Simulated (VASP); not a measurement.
Ti (hcp): the lattice constant a from VASP (plane waves, PAW) at several levels of theory. Static lattice.  The measured value holds thermal and zero-point effects that the static calculation lacks.

| level | lattice constant a (Å) | error against measurement |
|---|---|---|
| LDA | 2.865 | -2.9 % |
| PBE | 2.936 | -0.5 % |
| PBEsol | 2.898 | -1.8 % |
| SCAN | 2.928 | -0.8 % |
| r2SCAN | 2.940 | -0.4 % |

Measured: 2.950 Å at 293 K (as given by Wikipedia, Titanium (infobox)).

The cell of the LDA run:

```xyz
2
Lattice="1.4324 -2.4809 0.0000 1.4324 2.4809 0.0000 0.0000 0.0000 4.5261" Properties=species:S:1:pos:R:3 pbc="T T T"
Ti     1.4324     0.8270     1.1315
Ti     1.4324    -0.8270     3.3946
```

Only levels that ran to the end are used. Left out are those held back, those with too coarse a band path, GW runs whose mesh misses a band edge, hybrids' fits of cells that aren't cubic and levels without matching references; a question may draw on a part of the rest.

The compound is Ti in the hcp structure.
